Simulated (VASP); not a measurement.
All values below come from AM05 GGA, VASP's PBE PAW potentials (set 64) (plane waves; VASP).

VASP ran on this input.

File KPOINTS:
```
Regular mesh
0
G
  7 7 2
```

File POSCAR:
```
MoTe2
1
    1.7454594415    -3.0232240243     0.0000000000
    1.7454594415     3.0232240243    -0.0000000000
    0.0000000000    -0.0000000000    14.0099057408
Te Mo
4 2
Direct
  0.3333330000   0.6666670000   0.8787603034
  0.6666670000   0.3333330000   0.3787603034
  0.6666670000   0.3333330000   0.1212396966
  0.3333330000   0.6666670000   0.6212396966
  0.3333330000   0.6666670000   0.2500000000
  0.6666670000   0.3333330000   0.7500000000
```

### INCAR
```
SYSTEM = MoTe2
PREC = Accurate
ENCUT = 520
EDIFF = 1E-6
NELM = 100
ALGO = Normal
LREAL = .FALSE.
LASPH = .TRUE.
ISMEAR = 0
SIGMA = 0.05
GGA = AM
LMAXMIX = 4
LWAVE = .FALSE.
LCHARG = .FALSE.
IBRION = 2
ISIF = 3
NSW = 60
EDIFFG = -0.02
```

POTCAR, in this order: Te Mo_sv (PBE.64 set). Program: vasp_std.

Question: What will the output report for the number of irreducible k-points (NKPTS), largest plane-wave count, number of space-group operations, FFT grid (NGX, NGY, NGZ)?

Answer: 
```json
{
 "number of irreducible k-points (NKPTS)": "16",
 "largest_plane_wave_count": "4036",
 "number_of_space_group_operations": "24",
 "FFT grid (NGX, NGY, NGZ)": "28 × 28 × 108"
}
```

The compound is MoTe2 in the 2H layered structure. This run relaxes it. Symmetry was kept, so distortions that lower it aren't found. The start is the result of an earlier pass.
